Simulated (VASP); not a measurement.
These are PBE GGA, VASP's PBE PAW potentials (set 64) (plane waves; VASP) values and carry that method's errors.

VASP ran on this input.

**POSCAR**
```
Ta
1
   -1.6779340000     1.6779340000     1.6779340000
    1.6779340000    -1.6779340000     1.6779340000
    1.6779340000     1.6779340000    -1.6779340000
Ta
1
Direct
  0.0000000000   0.0000000000   0.0000000000
```

KPOINTS:
```
kpoints
0
G
18 18 18
0 0 0
```

### INCAR
```
SYSTEM = Ta
PREC = Accurate
ENCUT = 300
EDIFF = 1E-6
NELM = 100
ALGO = Normal
LREAL = .FALSE.
LASPH = .TRUE.
ISMEAR = -1
SIGMA = 0.136
GGA = PE
LMAXMIX = 6
LWAVE = .FALSE.
LCHARG = .FALSE.
ISIF = 3
IBRION = 2
NSW = 50
EDIFFG = -0.01
```

POTCAR, in this order: Ta_pv (PBE.64 set). Program: vasp_std.

At this cut-off the stress carries a Pulay error, which pulls relaxed volumes low. Energy and stress use the plane-wave basis of the starting cell. Unless said otherwise, spin-orbit coupling is left out, though it shifts the bands of the heavy elements here.

What does the run give for the energy per atom (σ→0), volume per atom, band gap (on the k-mesh)?

The energy per atom (σ→0) is -11.811 eV/atom, the band gap (on the k-mesh) is none (metal, semimetal or under 0.01 eV) and the volume per atom comes out as 18.28 Å³/atom.

OSZICAR:
```
...
DAV:   6    -0.118510681410E+02    0.62844E-06   -0.28469E-06  3758   0.185E-02
   3 F= -.11851068E+02 E0= -.11811103E+02  d E =-.122717E-01
       N       E                     dE             d eps       ncg     rms          rms(c)
DAV:   1    -0.118511105009E+02   -0.41731E-04   -0.11663E-03  3582   0.493E-01    0.513E-02
DAV:   2    -0.118510818712E+02    0.28630E-04   -0.39742E-05  3586   0.781E-02    0.172E-02
DAV:   3    -0.118510760120E+02    0.58593E-05   -0.20427E-05  3635   0.544E-02    0.711E-03
DAV:   4    -0.118510765881E+02   -0.57615E-06   -0.22684E-07  1826   0.503E-03
   4 F= -.11851077E+02 E0= -.11811147E+02  d E =-.122802E-01
```

The structure comes from a computed database's Ta entry; how it stands against other phases isn't given here. This run relaxes it. Symmetry was kept, so distortions that lower it aren't found. The run is one of a series of settings (EDIFFG = -0.01, IBRION = 2, ISIF = 3, NSW = 50 against the base run), some of them coarse on purpose.
